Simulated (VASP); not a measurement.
An input for Quantum ESPRESSO's pw.x (written as the equivalent of a VASP run, and not itself run):

```
&CONTROL
  calculation = 'vc-relax'
  pseudo_dir = './pseudo'
  outdir = './out'
  tprnfor = .true.
  tstress = .true.
  nstep = 60
  forc_conv_thr = 0.00078
/
&SYSTEM
  ibrav = 0
  nat = 3
  ntyp = 2
  ecutwfc = 84
  occupations = 'smearing'
  smearing = 'gaussian'
  degauss = 0.003675
  input_dft = 'pbe'
/
&ELECTRONS
  conv_thr = 7.3e-08
  electron_maxstep = 100
/
&IONS
/
&CELL
/
ATOMIC_SPECIES
  Pb 207.200 Pb.upf
  F 18.998 F.upf
CELL_PARAMETERS angstrom
     0.0000000    3.0005308    3.0005308
     3.0005308    0.0000000    3.0005308
     3.0005308    3.0005308    0.0000000
ATOMIC_POSITIONS crystal
  Pb   0.0000000  0.0000000  0.0000000
  F    0.2500000  0.2500000  0.2500000
  F    0.7500000  0.7500000  0.7500000
K_POINTS automatic
  6 6 6 0 0 0
```

**Question.** Translate this input to VASP (INCAR, KPOINTS, POSCAR, choice of POTCAR).

**Answer.** This is not unique; one that fits is 
INCAR:
```
SYSTEM = PbF2
PREC = Accurate; ENCUT = 520; LREAL = .FALSE.
LASPH = .TRUE.
EDIFF = 1E-6; NELM = 100; ALGO = Normal
LMAXMIX = 4
ISMEAR = 0; SIGMA = 0.05
GGA = PE
IBRION = 2; NSW = 60; ISIF = 3
EDIFFG = -0.02
LWAVE = .FALSE.; LCHARG = .FALSE.
```

**KPOINTS**
```
Automatic mesh
0
G
6 6 6
```

**POSCAR**
```
PbF2
1
    0.0000000000     3.0005308232     3.0005308232
    3.0005308232     0.0000000000     3.0005308232
    3.0005308232     3.0005308232     0.0000000000
Pb F
1 2
Direct
  0.0000000000   0.0000000000   0.0000000000
  0.2500000000   0.2500000000   0.2500000000
  0.7500000000   0.7500000000   0.7500000000
```

POTCAR, in this order: Pb_d F (PBE.64 set). Program: vasp_std.

Limits of the translation: the potentials are each code's own (VASP's PAW set, PseudoDojo norm-conserving files in pw.x), so ENCUT and ecutwfc are chosen apart and not converted; conv_thr bounds pw.x's estimated SCF error, while EDIFF bounds the energy change between steps; forc_conv_thr acts on force components and is met together with etot_conv_thr.

The compound is PbF2 in the fluorite structure, the β form. This run relaxes it. Symmetry was kept, so distortions that lower it aren't found. The start is the result of an earlier pass.
